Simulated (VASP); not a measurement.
Here is the system:

```xyz
4
Lattice="4.1670 0.0000 0.0000 0.0000 4.1670 0.0000 0.0000 0.0000 4.1670" Properties=species:S:1:pos:R:3 pbc="T T T"
Y      0.0000     0.0000     0.0000
Ga     0.0000     2.0835     2.0835
Ga     2.0835     0.0000     2.0835
Ga     2.0835     2.0835     0.0000
```

Calculation: LDA (Ceperley-Alder, Perdew-Zunger), VASP's LDA PAW potentials (set 64) (plane waves; VASP 6.6.1). Settings: 400 eV cut-off, 7×7×7 Γ-centred mesh, first-order Methfessel-Paxton smearing of 0.10 eV, potentials Y_sv Ga_d.

Predict the energy per atom (σ→0), band gap (on the k-mesh) with the smallest direct gap where there is one.

```yaml
band gap (on the k-mesh): none (metal, semimetal or under 0.01 eV)
energy per atom (σ→0): -5.023 eV/atom
```

Total energies compare only between runs with the same potentials, cut-off and functional.

The structure comes from a computed database's YGa3 entry (Pm-3m); how it stands against other phases isn't given here. It was relaxed first, which changed the volume by -6 %. The start is the result of an earlier pass.
